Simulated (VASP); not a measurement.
Calculation: LDA (Ceperley-Alder, Perdew-Zunger) + U (Dudarev), VASP's LDA PAW potentials (set 64) (plane waves; VASP).

The input files of a VASP run:

### POSCAR
```
CdCu2GeSe4
1
   -2.8741000000     2.8741000000     5.5266500000
    2.8741000000    -2.8741000000     5.5266500000
    2.8741000000     2.8741000000    -5.5266500000
Ge Cu Se Cd
1 2 4 1
Direct
  0.5000000000   0.5000000000   0.0000000000
  0.2500000000   0.7500000000   0.5000000000
  0.7500000000   0.2500000000   0.5000000000
  0.4042000000   0.4042000000   0.5410000000
  0.5958000000   0.1368000000   0.0000000000
  0.8632000000   0.8632000000   0.4590000000
  0.1368000000   0.5958000000   0.0000000000
  0.0000000000   0.0000000000   0.0000000000
```

INCAR:
```
LASPH = .TRUE.
SYSTEM = CdCu2GeSe4
LWAVE = .FALSE.
SIGMA = 0.2   ! width (eV)
ENCUT = 300
LCHARG = .FALSE.
LDAU = .TRUE.
ALGO = Normal   ! blocked Davidson
LMAXMIX = 4   ! l cut-off of mixed one-centre charges
ISMEAR = 0
EDIFF = 1E-6   ! SCF stop (eV)
ISIF = 2   ! forces and stress, cell fixed
LDAUL = -1 2 -1 -1
NELM = 100   ! most electronic steps
LREAL = .FALSE.
PREC = Accurate
LDAUU = 0 1.0 0 0
LDAUJ = 0 0 0 0
LDAUTYPE = 2   ! Dudarev
```

KPOINTS:
```
Automatic mesh
0
Gamma
3 3 3
0 0 0
```

POTCAR, in this order: Ge_d Cu Se Cd (LDA.64 set). Program: vasp_std.

The run wrote:

File OSZICAR:
```
       N       E                     dE             d eps       ncg     rms          rms(c)
DAV:   1     0.600561753850E+03    0.60056E+03   -0.23109E+04   594   0.175E+03
DAV:   2     0.654990131149E+02   -0.53506E+03   -0.51840E+03   516   0.530E+02
DAV:   3    -0.296890979798E+02   -0.95188E+02   -0.93520E+02   653   0.175E+02
DAV:   4    -0.358613331340E+02   -0.61722E+01   -0.61174E+01   648   0.484E+01
DAV:   5    -0.361084501972E+02   -0.24712E+00   -0.24690E+00   712   0.977E+00    0.122E+01
DAV:   6    -0.354851159585E+02    0.62333E+00   -0.20742E+01   744   0.712E+01    0.833E+00
DAV:   7    -0.344719541492E+02    0.10132E+01   -0.60121E+00   680   0.547E+01    0.525E+00
DAV:   8    -0.345463155573E+02   -0.74361E-01   -0.15522E+00   800   0.105E+01    0.253E+00
DAV:   9    -0.344794354724E+02    0.66880E-01   -0.61623E-01   736   0.145E+01    0.506E-01
DAV:  10    -0.344774319479E+02    0.20035E-02   -0.58414E-02   776   0.406E+00    0.131E-01
DAV:  11    -0.344777929244E+02   -0.36098E-03   -0.52360E-03   800   0.639E-01    0.934E-02
DAV:  12    -0.344776262707E+02    0.16665E-03   -0.11111E-03   744   0.670E-01    0.262E-02
DAV:  13    -0.344776280452E+02   -0.17745E-05   -0.11950E-04   768   0.112E-01    0.151E-02
DAV:  14    -0.344776275793E+02    0.46586E-06   -0.12722E-05   752   0.377E-02    0.405E-03
DAV:  15    -0.344776276843E+02   -0.10495E-06   -0.18459E-06   344   0.176E-02
   1 F= -.34477628E+02 E0= -.34471024E+02  d E =-.132075E-01
```

**OUTCAR**
```
------------------------ aborting loop because EDIFF is reached ----------------------------------------
  FORCE on cell =-STRESS in cart. coord.  units (eV):
  Direction    XX          YY          ZZ          XY          YZ          ZX
  --------------------------------------------------------------------------------------
  Total       -3.0736759     -3.0736759     -2.6516471      0.0000000      0.0000000     -0.0000000
  in kB      -26.9676405    -26.9676405    -23.2648688      0.0000000      0.0000000     -0.0000000
  external PRESSURE =     -25.7333833 kB  Pullay stress =       0.0000000 kB
  volume of cell :      182.61
      direct lattice vectors                 reciprocal lattice vectors
    -2.874100000  2.874100000  5.526650000     0.000000000  0.173967503  0.090470719
     2.874100000 -2.874100000  5.526650000     0.173967503  0.000000000  0.090470719
     2.874100000  2.874100000 -5.526650000     0.173967503  0.173967503  0.000000000
 POSITION                                       TOTAL-FORCE (eV/Angst)
 -----------------------------------------------------------------------------------
      0.00000      0.00000      5.52665        -0.000000     -0.000000     -0.000000
      2.87410      0.00000      2.76333        -0.000000     -0.000000      0.000000
      0.00000      2.87410      2.76333        -0.000000     -0.000000      0.000000
      1.55489      1.55489      1.47783        -0.195870     -0.195870      0.374367
     -1.31921      1.31921      4.04882        -0.195870      0.195870     -0.374367
      1.31921      1.31921      7.00448         0.195870      0.195870      0.374367
      1.31921     -1.31921      4.04882         0.195870     -0.195870     -0.374367
      0.00000      0.00000      0.00000        -0.000000     -0.000000      0.000000
 -----------------------------------------------------------------------------------
    total drift:                                0.000020      0.000020      0.000027
  FREE ENERGIE OF THE ION-ELECTRON SYSTEM (eV)
  ---------------------------------------------------
  free  energy   TOTEN  =       -34.4776276843 eV

  energy  without entropy=      -34.4644201783  energy(sigma->0) =      -34.47102393
```
(Selected blocks of OUTCAR.)

At this cut-off the stress carries a Pulay error, which pulls relaxed volumes low.

The structure comes from a measured CdCu2GeSe4 entry of the Crystallography Open Database, whose conditions weren't checked. The cell was not relaxed at this level. The k-mesh is coarse (spacing up to 0.52 per Å, 2π included), so the numbers may not be converged in it. The run is one of a series of settings (LDAU = .TRUE., LDAUJ = 0 0 0 0, LDAUL = -1 2 -1 -1, LDAUTYPE = 2, LDAUU = 0 1.0 0 0 against the base run), some of them coarse on purpose.
